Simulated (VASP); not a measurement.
# How strain moves the gap of PbSe (Clausthalite), part 5 of 5

How do the gap and the pressure of PbSe (Clausthalite) answer to a change of volume or shape? All runs use r2SCAN. Left out of this account: at least 1 further run (fields: a reference on another mesh). The start is a cell from a database of measured crystal structures.

VASP 6.6.1; r2SCAN; plane waves and PAW (Pb_d, Se).

Still holding for the runs below: Spin-orbit coupling is off here; it can split and shift levels that hold much weight on Pb by tenths of an eV or more.

So far, least gap on mesh and path (eV): step 2 (bands, cell as listed) 0.579; step 4 (cell volume +8.0 %) 0.817; step 5 (bands, sheared, principal strains -1.6, -0.4, +2.0 %) 0.378; step 6 (cell volume -4.0 %) 0.428; step 7 (cell volume -8.0 %) 0.252.

### Step 8. Bands, atoms displaced by up to 0.03 Å

In the first cell the atoms are moved off their sites at random; since the same shifts repeat in every cell, this is a frozen displacement of whole sublattices.

INCAR

```
SYSTEM = PbSe
PREC = Accurate
ENCUT = 400
EDIFF = 1E-06
NELM = 100
ISMEAR = -1
SIGMA = 0.05
LREAL = .FALSE.
ALGO = Normal
METAGGA = R2SCAN
LASPH = .TRUE.
NBANDS = 22
LORBIT = 11
LWAVE = .FALSE.
LCHARG = .FALSE.
KPAR = 2
```

POSCAR

```
PbSe
1.0
    0.0000000000      3.0606500000      3.0606500000
    3.0606500000      0.0000000000      3.0606500000
    3.0606500000      3.0606500000      0.0000000000
Pb Se
1 1
Direct
   -0.0022480000     -0.0031650000     -0.0006020000
    0.5030880000      0.4999950000      0.4926990000
```

KPOINTS

```
Automatic mesh
0
Gamma
7 7 7
0 0 0
```

KPOINTS_OPT

```
Line mode
16
Line-mode
Reciprocal
  0.00000000   0.00000000   0.00000000 GAMMA
  0.50000000   0.00000000   0.50000000 X

  0.50000000   0.00000000   0.50000000 X
  0.50000000   0.25000000   0.75000000 W

  0.50000000   0.25000000   0.75000000 W
  0.37500000   0.37500000   0.75000000 K

  0.37500000   0.37500000   0.75000000 K
  0.00000000   0.00000000   0.00000000 GAMMA

  0.00000000   0.00000000   0.00000000 GAMMA
  0.50000000   0.50000000   0.50000000 L

  0.50000000   0.50000000   0.50000000 L
  0.62500000   0.25000000   0.62500000 U

  0.62500000   0.25000000   0.62500000 U
  0.50000000   0.25000000   0.75000000 W

  0.50000000   0.25000000   0.75000000 W
  0.50000000   0.50000000   0.50000000 L

  0.50000000   0.50000000   0.50000000 L
  0.37500000   0.37500000   0.75000000 K

  0.62500000   0.25000000   0.62500000 U
  0.50000000   0.00000000   0.50000000 X
```

The projector-augmented-wave data sets are Pb_d and Se (PBE family, release 64).

Command:

```sh
> mpirun -np 2 vasp_std
```

The log of the run:

```text
[... set-up lines as in an earlier step ...]
 entering main loop
       N       E                     dE             d eps       ncg     rms          rms(c)
DAV:   1     0.934949945507E+02    0.93495E+02   -0.79864E+03  7678   0.781E+02
DAV:   2    -0.641280531604E+02   -0.15762E+03   -0.14860E+03  8032   0.253E+02
DAV:   3    -0.763515925071E+02   -0.12224E+02   -0.12130E+02  9412   0.760E+01
DAV:   4    -0.766534232352E+02   -0.30183E+00   -0.30165E+00  9014   0.124E+01
DAV:   5    -0.766645247421E+02   -0.11102E-01   -0.11101E-01 10664   0.238E+00    0.301E+00
DAV:   6    -0.719315572140E+02    0.47330E+01   -0.15571E+00  9134   0.181E+01    0.213E+00
DAV:   7    -0.719168547943E+02    0.14702E-01   -0.21554E-01  8810   0.314E+00    0.116E+00
DAV:   8    -0.719268520795E+02   -0.99973E-02   -0.13199E-02  9362   0.109E+00    0.588E-01
DAV:   9    -0.719308724499E+02   -0.40204E-02   -0.69953E-03  8240   0.765E-01    0.192E-01
DAV:  10    -0.719307324942E+02    0.13996E-03   -0.19394E-04 10380   0.143E-01    0.124E-01
DAV:  11    -0.719307403895E+02   -0.78954E-05   -0.75573E-04 10522   0.299E-01    0.422E-02
DAV:  12    -0.719307053224E+02    0.35067E-04   -0.93113E-05 10306   0.111E-01    0.116E-02
DAV:  13    -0.719307055904E+02   -0.26800E-06   -0.81764E-06 10684   0.279E-02
   1 F= -.71930706E+02 E0= -.71930705E+02  d E =-.139164E-05
 Start KPOINTS_OPT (optional k-point list driver)
k-point batch [1-160\160]
       N       E                     dE             ncg
DAV:   1     0.618247887682E+04   -0.72056E+05     7132
DAV:   2    -0.190861182739E+05   -0.25269E+05     7556
DAV:   3    -0.210748896125E+05   -0.19888E+04     8878
DAV:   4    -0.211240837308E+05   -0.49194E+02     8520
DAV:   5    -0.211259614256E+05   -0.18777E+01    10064
DAV:   6    -0.211260259101E+05   -0.64485E-01     9416
DAV:   7    -0.211260270671E+05   -0.11569E-02    10242
DAV:   8    -0.211260270783E+05   -0.11266E-04     6906
DAV:   9    -0.211260270795E+05   -0.11858E-05     6068
DAV:  10    -0.211260270800E+05   -0.47903E-06     5836
```

Wall time 5.4 min (2 MPI ranks of Intel Xeon Platinum 8259CL at 2.50GHz (Skylake/Cascade Lake), shared host); peak memory 0.65 GiB.

From OUTCAR (step 8):

```text
   NELECT =      20.0000    total number of electrons

 E-fermi :   5.2466

 k-point     1 :       0.0000    0.0000    0.0000
  band No.  band energies     occupation
    ...
      6      -9.2350      2.00000
      7      -1.4339      2.00000
      8       2.8854      2.00000
      9       2.8872      2.00000
     10       2.8876      2.00000
     11       9.9507      0.00000
     12       9.9519      0.00000
     13       9.9579      0.00000
     14      11.8743      0.00000
     15      11.8792      0.00000
    ...

  Total        0.5222805      0.5208047      0.5304784      0.0001513     -0.0004256     -0.0011164
  in kB       14.5929603     14.5517237     14.8220158      0.0042274     -0.0118928     -0.0311936
  external PRESSURE =      14.6555666 kB  Pullay stress =       0.0000000 kB

 POSITION                                       TOTAL-FORCE (eV/Angst)
 -----------------------------------------------------------------------------------
      6.10977      6.11258      6.10473        -0.004870     -0.001845      0.012367
      3.03829      3.04776      3.07009         0.004870      0.001845     -0.012367
 -----------------------------------------------------------------------------------
    total drift:                                0.000346      0.000334      0.000209

  FREE ENERGIE OF THE ION-ELECTRON SYSTEM (eV)
  ---------------------------------------------------
  free  energy   TOTEN  =       -71.9307055904 eV

  energy  without entropy=      -71.9307041987  energy(sigma->0) =      -71.93070489

[... 5 parts as in an earlier step ...]

[... 12 further parts left out ...]
```

This step gave:

```yaml
irreducible_k_points: 172
symmetry_operations: 1
free_energy_toten: -71.9307 eV
fermi_energy: 5.247 eV
pressure: 1.466 GPa
least_gap_on_mesh_and_path: 0.5814 eV
least_direct_gap_on_mesh_and_path: 0.5814 eV
```

The electronic bands at the labelled points (eV, zero at the valence-band top; v1 is the highest filled band, c1 the lowest empty one):

```
          point     v4     v3     v2     v1    c1    c2    c3    c4
              Γ  -6.36  -2.04  -2.03  -2.03  5.03  5.03  5.04  6.95
0.53 of the way  -7.60  -2.83  -2.83  -2.00  2.93  4.76  5.16  5.18
              X  -7.55  -5.16  -3.40  -3.40  4.01  5.99  6.00  6.47
0.53 of the way  -7.97  -4.92  -3.77  -2.23  3.94  4.50  6.07  6.62
              W  -8.24  -4.39  -4.39  -0.89  2.16  5.30  5.30  8.19
0.47 of the way  -8.25  -4.64  -3.82  -1.42  2.72  4.82  5.66  7.08
              K  -8.27  -4.75  -2.88  -2.47  3.69  4.29  5.82  6.23
0.47 of the way  -8.12  -3.17  -1.53  -0.44  1.44  2.32  4.54  7.73
              Γ  -6.36  -2.04  -2.03  -2.03  5.03  5.03  5.04  6.95
0.47 of the way  -7.62  -1.89  -1.89  -1.16  2.62  3.31  3.32  6.88
              L  -9.07  -1.62  -1.61   0.00  0.58  1.91  1.92  9.08
0.47 of the way  -8.84  -3.16  -2.11  -1.29  1.94  2.73  4.00  8.02
              U  -8.26  -4.75  -2.88  -2.47  3.69  4.30  5.82  6.23
0.47 of the way  -8.25  -4.67  -3.71  -1.55  2.86  4.75  5.70  6.92
              W  -8.24  -4.39  -4.39  -0.89  2.16  5.30  5.30  8.19
0.47 of the way  -8.68  -3.50  -3.14  -0.90  1.71  3.89  4.55  8.02
              L  -9.07  -1.62  -1.61   0.00  0.58  1.91  1.92  9.08
0.53 of the way  -8.77  -3.45  -2.22  -1.47  2.21  2.93  4.36  7.78
              K  -8.27  -4.75  -2.88  -2.47  3.69  4.29  5.82  6.23
      jump to U  -8.26  -4.75  -2.88  -2.47  3.69  4.30  5.82  6.23
0.53 of the way  -7.77  -5.07  -3.28  -3.16  4.15  5.51  5.74  6.31
              X  -7.55  -5.16  -3.40  -3.40  4.01  5.99  6.00  6.47
```

Of the projections kept (Pb, Se), the largest for each band there, as a share of the weight inside these atoms' spheres; weight between the spheres isn't counted:

```
point       v4       v3       v2       v1       c1       c2       c3       c4
    Γ  Pb 0.69  Se 0.86  Se 0.86  Se 0.86  Pb 0.84  Pb 0.84  Pb 0.84  Se 0.53
    X  Pb 0.93  Se 0.66  Se 0.75  Se 0.75  Pb 0.55  Pb 0.61  Pb 0.61  Se 0.65
    W  Pb 0.94  Se 0.69  Se 0.69  Se 0.81  Pb 0.86  Se 0.68  Se 0.68  Pb 0.74
    K  Pb 0.93  Se 0.68  Se 0.78  Se 0.61  Se 0.53  Pb 0.65  Se 0.66  Pb 0.75
    Γ  Pb 0.69  Se 0.86  Se 0.86  Se 0.86  Pb 0.84  Pb 0.84  Pb 0.84  Se 0.53
    L  Pb 0.88  Se 0.94  Se 0.94  Se 0.61  Pb 0.70  Pb 0.91  Pb 0.91  Se 0.72
```

The electronic bands as a text plot (rows in eV, shown from -8.0 to 6.6 only):

```
    6.3 | +     ++++    +                      +             ++++
    5.7 |  +   ++ + ++++++                    ++++           ++++
    5.1 |+++++++     +++  +++   ++++         +   ++++       + +
    4.5 |     ++   ++   +    +++   ++          ++   ++     +   +
    3.8 |     + +++      +      +   ++      + ++            +++ +
    3.2 | +         +   +++    +     ++      ++ +    ++   + +
    2.6 |  + +       + +  +++ ++       +   +++   +    ++ +++
    2.0 |   +         +    + ++       + +++++     +++  +++ +
    1.4 |                   ++         +   +         ++   +
    0.8 |                               +++            +++
    0.2 |                                **             *
   -0.4 |                    *         **  *           * *
   -1.0 |  **        **    ** **      *     *    ******   *
   -1.6 | *         *  *  * *****   ******** *  *      *****
   -2.2 |*** *          ****   *******     *****      ** * ***
   -2.8 |   ***    *     *    *               **     **   * ***
   -3.4 |      *****    *   **              *   *   **     *   **
   -4.1 |      *    ****   *                 *   * **       *
   -4.7 |       *   *******                   *****          **
   -5.3 |        ***                                           **
   -5.9 |
   -6.5 |**                     ****
   -7.1 |  **                  *    **
   -7.7 |    *******          *       *                        **
         Γ       X    W  K        Γ      L     U  W     L   K|U X
```

The gap is 0.58 eV, direct at L. That is +0.00 eV from the cell as listed. The pressure is 1.47 GPa, and the symmetry operations fall from 48 to 1.

### Step 9. Side by side

| cell | mesh | pressure (GPa) | gap (eV) | direct gap (eV) |
| --- | --- | --- | --- | --- |
| cell as listed | 7×7×7 | 1.45 | 0.579 | 0.579 |
| volume times 1.04 | 7×7×7 | -0.63 | 0.707 | 0.707 |
| volume times 1.08 | 7×7×7 | -2.33 | 0.817 | 0.817 |
| sheared, principal strains -1.6, -0.4, +2.0 % | 7×7×7 | 1.48 | 0.378 | 0.541 |
| volume times 0.96 | 7×7×7 | 4.02 | 0.428 | 0.428 |
| volume times 0.92 | 7×7×7 | 7.18 | 0.252 | 0.252 |
| atoms displaced by up to 0.03 Å | 7×7×7 | 1.47 | 0.581 | 0.581 |

### Step 10. Summary of results

| Quantity | Value |
| --- | --- |
| gap, cell as listed | 0.579 eV |
| gap, volume times 1.04 | 0.707 eV |
| gap, volume times 1.08 | 0.817 eV |
| gap, sheared, principal strains -1.6, -0.4, +2.0 % | 0.378 eV |
| gap, volume times 0.96 | 0.428 eV |
| gap, volume times 0.92 | 0.252 eV |
| gap, atoms displaced by up to 0.03 Å | 0.581 eV |
| bulk modulus at the listed volume, shape and positions held | 58.4 GPa |
| volume deformation potential of the gap | 3.49 eV |

**Reading.** At the listed volume the gap of PbSe (Clausthalite) changes by +3.49 eV per unit of ln V, its volume deformation potential under even scaling; divided by the bulk modulus that is -60 meV/GPa. The slope of pressure against ln V at the listed volume gives a bulk modulus of 58.4 GPa at fixed shape and positions. With sheared, principal strains -1.6, -0.4, +2.0 %, the least gap on mesh and path moves by -0.20 eV. With atoms displaced by up to 0.03 Å, the least gap on mesh and path moves by +0.00 eV. Spin-orbit coupling is left out, and with elements this heavy it would split and shift bands near the edges, and it can change the kind of a small gap.

[Lines on the potential files, build, host, timing and source positions are cut from VASP's logs without a mark.]

[Logs are printed without paths, hosts, clocks, repeated set-up lines and the standing remarks that a program may print on its own settings, such as how far it seeks lower states.]

[Hosts, paths, dates, database ids (printed as entryN), source tags and the programs' standing remarks are cut or masked in the printed files.]

[A measured line is paired with the nearest computed mode of its activity, which favours agreement.]

[In band tables of VASP the shares of atoms and orbitals are scaled to a sum of 1 inside the atoms' spheres.]
